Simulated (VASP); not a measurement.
Output of a VASP run:

File OSZICAR:
```
       N       E                     dE             d eps       ncg     rms          rms(c)
DAV:   1     0.246499124251E+03    0.24650E+03   -0.26117E+04  1920   0.153E+03
DAV:   2    -0.784575844417E+02   -0.32496E+03   -0.31624E+03  2492   0.317E+02
DAV:   3    -0.914642650373E+02   -0.13007E+02   -0.12970E+02  2304   0.699E+01
DAV:   4    -0.915713551984E+02   -0.10709E+00   -0.10694E+00  2304   0.726E+00
DAV:   5    -0.915726206564E+02   -0.12655E-02   -0.12653E-02  2202   0.786E-01    0.177E+01
DAV:   6    -0.833147804310E+02    0.82578E+01   -0.36085E+01  2238   0.331E+01    0.634E+00
DAV:   7    -0.831889356302E+02    0.12584E+00   -0.68744E-01  2250   0.472E+00    0.314E+00
DAV:   8    -0.831099674890E+02    0.78968E-01   -0.52449E-02  2280   0.199E+00    0.729E-01
DAV:   9    -0.831045522816E+02    0.54152E-02   -0.86832E-03  2274   0.599E-01    0.269E-01
DAV:  10    -0.831046373395E+02   -0.85058E-04   -0.45297E-04  2280   0.157E-01    0.579E-02
DAV:  11    -0.831046089172E+02    0.28422E-04   -0.18101E-04  2280   0.840E-02    0.278E-02
DAV:  12    -0.831046089365E+02   -0.19320E-07   -0.54765E-06  2286   0.167E-02    0.597E-03
DAV:  13    -0.831046087786E+02    0.15795E-06   -0.72053E-07  2280   0.541E-03    0.178E-03
DAV:  14    -0.831046087787E+02   -0.19372E-09   -0.74358E-08  1488   0.175E-03
   1 F= -.83104609E+02 E0= -.83104609E+02  d E =0.000000E+00
```

### OUTCAR
```
------------------------ aborting loop because EDIFF is reached ----------------------------------------
  FORCE on cell =-STRESS in cart. coord.  units (eV):
  Direction    XX          YY          ZZ          XY          YZ          ZX
  --------------------------------------------------------------------------------------
  Total       -0.1401874      0.0670052      0.0461396     -0.0000000      0.0000000     -0.0657510
  in kB       -2.6892946      1.2853991      0.8851220     -0.0000000      0.0000000     -1.2613397
  external PRESSURE =      -0.1729245 kB  Pullay stress =       0.0000000 kB
  volume of cell :       83.52
      direct lattice vectors                 reciprocal lattice vectors
     4.515935162 -2.366718663 -0.000480530     0.110709160 -0.211262964 -0.092834418
     4.515935162  2.366718663 -0.000480530     0.110709160  0.211262964 -0.092834418
     3.275997331  0.000000000  3.906772109     0.000027234  0.000000000  0.255942951
 POSITION                                       TOTAL-FORCE (eV/Angst)
 -----------------------------------------------------------------------------------
     10.48608      0.00000      3.32768        -0.003326     -0.000000     -0.001056
      4.33214      0.00000      1.37477        -0.003326     -0.000000     -0.001056
      1.82179      0.00000      0.57813         0.003326     -0.000000      0.001056
      7.97572      0.00000      2.53104         0.003326     -0.000000      0.001056
      4.71497     -0.91943      2.92984        -0.000000      0.001541      0.000000
      5.09409      1.64307      1.73516         0.000404     -0.000770     -0.001272
      7.59290      0.91943      0.97597        -0.000000     -0.001541      0.000000
      6.73209      0.72364      3.68855         0.000404      0.000770     -0.001272
      7.21378     -1.64307      2.17065        -0.000404      0.000770      0.001272
      5.57578     -0.72364      0.21726        -0.000404     -0.000770      0.001272
 -----------------------------------------------------------------------------------
    total drift:                                0.000000      0.000000      0.000000
  FREE ENERGIE OF THE ION-ELECTRON SYSTEM (eV)
  ---------------------------------------------------
  free  energy   TOTEN  =       -83.1046087787 eV

  energy  without entropy=      -83.1046087787  energy(sigma->0) =      -83.10460878

 total charge

# of ion       s       p       d       tot
------------------------------------------
    1        0.321   0.424   0.000   0.745
    2        0.321   0.424   0.000   0.745
    3        0.321   0.424   0.000   0.745
    4        0.321   0.424   0.000   0.745
    5        1.537   3.637   0.000   5.173
    6        1.537   3.637   0.000   5.173
    7        1.537   3.637   0.000   5.173
    8        1.537   3.637   0.000   5.173
    9        1.537   3.637   0.000   5.173
   10        1.537   3.637   0.000   5.173
--------------------------------------------------
tot         10.504  23.517   0.000  34.020

 Electric field gradients after diagonalization (V/A^2)
 (convention: |V_zz| > |V_xx| > |V_yy|)
----------------------------------------------------------------------
 ion       V_xx      V_yy      V_zz     asymmetry (V_yy - V_xx)/ V_zz
----------------------------------------------------------------------
   1      -3.145    -3.145     6.291       0.000
   2      -3.145    -3.145     6.291       0.000
   3      -3.145    -3.145     6.291       0.000
   4      -3.145    -3.145     6.291       0.000
   5      26.410     8.607   -35.017       0.508
   6      26.410     8.607   -35.017       0.508
   7      26.410     8.607   -35.017       0.508
   8      26.410     8.607   -35.017       0.508
   9      26.410     8.607   -35.017       0.508
  10      26.410     8.607   -35.017       0.508
```
(Selected blocks of OUTCAR.)

File POSCAR:
```
Al2O3
1
    4.5159351616    -2.3667186635    -0.0004805300
    4.5159351616     2.3667186635    -0.0004805300
    3.2759973309     0.0000000000     3.9067721088
Al O
4 6
Direct
  0.8519816038   0.8519816038   0.8519816038
  0.3519816038   0.3519816038   0.3519816038
  0.1480183962   0.1480183962   0.1480183962
  0.6480183962   0.6480183962   0.6480183962
  0.4442415337   0.0557584663   0.7500000000
  0.0557584663   0.7500000000   0.4442415337
  0.5557584663   0.9442415337   0.2500000000
  0.2500000000   0.5557584663   0.9442415337
  0.9442415337   0.2500000000   0.5557584663
  0.7500000000   0.4442415337   0.0557584663
```

Question: Write an INCAR and KPOINTS that could have produced this output.

Answer: This is not unique; one that fits is the input of the run itself, LDA (Ceperley-Alder, Perdew-Zunger), plane waves, VASP's LDA PAW potentials (set 64).

INCAR:
```
! general
SYSTEM=Al2O3
PREC  =Accurate
ENCUT =520
LREAL =.False.
LASPH =.True.

! electronic loop
EDIFF =1E-7
NELM  =100
ALGO  =Normal

! smearing
ISMEAR=-5

! ions
ISIF  =2

! output
LWAVE =.False.
LCHARG=.True.
LORBIT=11
NEDOS =601

! other
LEFG  =.True.
```

KPOINTS:
```
Automatic mesh
0
Gamma
6 6 6
0 0 0
```

POTCAR, in this order: Al O (LDA.64 set). Program: vasp_std.

The compound is Al2O3 in the corundum structure. It was relaxed first.
